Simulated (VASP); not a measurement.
Here is the system:

```xyz
2
Lattice="0.0000 2.7015 2.7015 2.7015 0.0000 2.7015 2.7015 2.7015 0.0000" Properties=species:S:1:pos:R:3 pbc="T T T"
Si     0.0000     0.0000     0.0000
Si     1.3507     1.3507     1.3507
```

All values below come from LDA (Ceperley-Alder, Perdew-Zunger), VASP's LDA PAW potentials (set 64) (plane waves; VASP). Settings: 500 eV cut-off, 8×8×8 Γ-centred mesh, Gaussian smearing of 0.050 eV, potentials Si.

Energy and stress use the plane-wave basis of the starting cell.

**Question.** The ions, cell shape and volume at an external pressure of 5.0 GPa are relaxed. Predict the relaxed structure.

**Answer.** 
```xyz
2
Lattice="0.0000 2.6600 2.6600 2.6600 0.0000 2.6600 2.6600 2.6600 0.0000" Properties=species:S:1:pos:R:3 pbc="T T T"
Si     0.0000     0.0000     0.0000
Si     1.3300     1.3300     1.3300
```
Space group Fd-3m (227), at a tolerance of 0.03 Å.

**Question.** How do energy and volume change from the first to the last step?

**Answer.** The energy (σ→0) changes by +13.3 meV/atom and the volume by -4.5 %, in 3 ionic steps.

The compound is Si in the diamond structure. This run relaxes it under an external pressure of 5 GPa. Symmetry was kept, so distortions that lower it aren't found.
